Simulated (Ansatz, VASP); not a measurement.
# Ge (Germanium): VASP beside Ansatz, part 3 of 3

Aim: how closely do two programs agree when they are given the same cell, functional and k mesh? The cell is taken from a series of runs on this material, whose earlier steps may have relaxed, scaled, displaced or heated it; both programs get it as it stands.

VASP 6.6.1 and Ansatz 0.2.0.

So far: The structure; Ansatz: zone-centre phonons, PBEsol; VASP: zone-centre phonons, PBEsol.

## (3) VASP: zone-centre phonons, PBEsol (continued)

Level of this step: PBEsol; plane waves and PAW (Ge_d) (VASP).

Numbers of over 12 decimals in the logs are rounded to 6 here.

Parts of OUTCAR (step 3):

```text
ion  position               nearest neighbor table
   1  0.503  0.503  0.503-   2 2.39   2 2.39   2 2.39   2 2.44
   2  0.747  0.747  0.747-   1 2.39   1 2.39   1 2.39   1 2.44

  LATTYP: Found a trigonal (rhomboedric) cell.
 ALAT       =     4.0040636811
 COS(alpha) =     0.5370910420

 Subroutine GETGRP returns: Found 12 space group operations
 (whereof  6 operations were pure point group operations)

The static configuration has the point symmetry C_3v.
 The point group associated with its full space group is D_3d.

   k-points           NKPTS =   1728   k-points in BZ     NKDIM =   1728   number of bands    NBANDS=     20

   dimension x,y,z NGX =    30 NGY =   30 NGZ =   30
   dimension x,y,z NGXF=    60 NGYF=   60 NGZF=   60

   ENCUT  =  500.0 eV  36.75 Ry    6.06 a.u.   7.30  7.30  7.30*2*pi/ulx,y,z

   NELECT =      28.0000    total number of electrons

 k-points in reciprocal lattice and weights: Points of the shifted mesh
   0.04166667  0.04166667  0.04166667       0.001
   0.04166667  0.04166667  0.12500000       0.001
   0.04166667  0.04166667  0.20833333       0.001
   0.04166667  0.04166667  0.29166667       0.001
   0.04166667  0.04166667  0.37500000       0.001
   0.04166667  0.04166667  0.45833333       0.001
   0.04166667  0.04166667  0.54166667       0.001
   0.04166667  0.04166667  0.62500000       0.001
   0.04166667  0.04166667  0.70833333       0.001
[...]
0.95833333  0.95833333  0.87500000       0.001
   0.95833333  0.95833333  0.95833333       0.001

 average (electrostatic) potential at core
       1 -73.6590       2 -73.6590

  Total        1.3583843      1.3583843      1.3583843     -0.7000503     -0.7000503     -0.7000503
  in kB       50.8523806     50.8523806     50.8523806    -26.2070359    -26.2070359    -26.2070359
  external PRESSURE =      50.8523806 kB  Pullay stress =       0.0000000 kB

  energy-cutoff  :      500.00
  volume of cell :       42.80
      direct lattice vectors                 reciprocal lattice vectors
     0.106046074  2.830307421  2.830307421    -0.186911126  0.180160852  0.180160852
     2.830307421  0.106046074  2.830307421     0.180160852 -0.186911126  0.180160852
     2.830307421  2.830307421  0.106046074     0.180160852  0.180160852 -0.186911126

 POSITION                                       TOTAL-FORCE (eV/Angst)
 -----------------------------------------------------------------------------------
      2.89841      2.89841      2.89841        -0.001953     -0.001953     -0.001953
      4.30992      4.30992      4.30992         0.001953      0.001953      0.001953
 -----------------------------------------------------------------------------------
    total drift:                                0.000000     -0.000000      0.000000

 Eigenvectors and eigenvalues of the dynamical matrix
 ----------------------------------------------------

   1 f  =    9.335701 THz    58.657939 2PiTHz  311.405464 cm-1    38.609339 meV
             X         Y         Z           dx          dy          dz
      2.898409  2.898409  2.898409    -0.517360    0.480613    0.036747
      4.309918  4.309918  4.309918     0.517360   -0.480613   -0.036747

   2 f  =    9.335701 THz    58.657939 2PiTHz  311.405464 cm-1    38.609339 meV
             X         Y         Z           dx          dy          dz
      2.898409  2.898409  2.898409    -0.256266   -0.319914    0.576180
      4.309918  4.309918  4.309918     0.256266    0.319914   -0.576180

   3 f  =    9.033752 THz    56.760740 2PiTHz  301.333545 cm-1    37.360581 meV
             X         Y         Z           dx          dy          dz
      2.898409  2.898409  2.898409    -0.408248   -0.408248   -0.408248
      4.309918  4.309918  4.309918     0.408248    0.408248    0.408248

   4 f  =    0.000000 THz     0.000000 2PiTHz    0.000002 cm-1     0.000000 meV
             X         Y         Z           dx          dy          dz
      2.898409  2.898409  2.898409     0.563128   -0.416687    0.096220
      4.309918  4.309918  4.309918     0.563128   -0.416687    0.096220

   5 f/i=    0.000000 THz     0.000000 2PiTHz    0.000001 cm-1     0.000000 meV
             X         Y         Z           dx          dy          dz
      2.898409  2.898409  2.898409     0.426509    0.535598   -0.176704
      4.309918  4.309918  4.309918     0.426509    0.535598   -0.176704

   6 f/i=    0.000000 THz     0.000001 2PiTHz    0.000004 cm-1     0.000000 meV
             X         Y         Z           dx          dy          dz
      2.898409  2.898409  2.898409     0.031247    0.198762    0.677877
      4.309918  4.309918  4.309918     0.031247    0.198762    0.677877

 ELASTIC MODULI CONTR FROM IONIC RELAXATION (kBar)
 Direction    XX          YY          ZZ          XY          YZ          ZX
 --------------------------------------------------------------------------------
 XX          -9.8785     -6.5712     -6.5712     15.4739     49.8953     10.9689
 YY          -6.5712     -9.8785     -6.5712     10.9689     15.4739     49.8953
 ZZ          -6.5712     -6.5712     -9.8785     49.8953     10.9689     15.4739
 XY          15.4739     10.9689     49.8953   -358.5569     52.7084     52.7084
 YZ          49.8953     15.4739     10.9689     52.7084   -358.5569     52.7084
 ZX          10.9689     49.8953     15.4739     52.7084     52.7084   -358.5569
 --------------------------------------------------------------------------------
```

## (4) Side by side

Known differences besides the potentials themselves: the cutoff is 420 eV in Ansatz and 500 eV in VASP; Ansatz makes its cores anew for this functional, VASP keeps those of its PBE data sets. Total energies have different zeros and are not compared.

The two programs side by side:

| quantity | Ansatz | VASP | difference |
| --- | --- | --- | --- |
| optical mode 1 (cm⁻¹) | 300.7 | 301.3 | -0.20 % |
| optical mode 2 to 3 (cm⁻¹) | 311.8 | 311.4 | +0.11 % |

Modes are paired by rising frequency, not by their patterns, so a pair may set unlike modes beside each other; they are those without the splitting of longitudinal modes.

## (5) What came out

```
r.m.s. difference of the optical zone-centre modes, each program's sorted by frequency (zone-centre phonons, PBEsol) : 0.45 cm⁻¹
```

**Reading.** The r.m.s. difference of the optical zone-centre modes, each program's sorted by frequency is 0.45 cm⁻¹ (zone-centre phonons, PBEsol). 2 further runs of this series are not shown here. How closely two codes agree says nothing of how well the functional describes the real material.

[Lines on the potential files, build, host, timing and source positions are cut from VASP's logs without a mark.]

[Logs are printed without paths, hosts, clocks, repeated set-up lines and the standing remarks that a program may print on its own settings, such as how far it seeks lower states.]

[Hosts, paths, dates, database ids (printed as entryN), source tags and the programs' standing remarks are cut or masked in the printed files.]
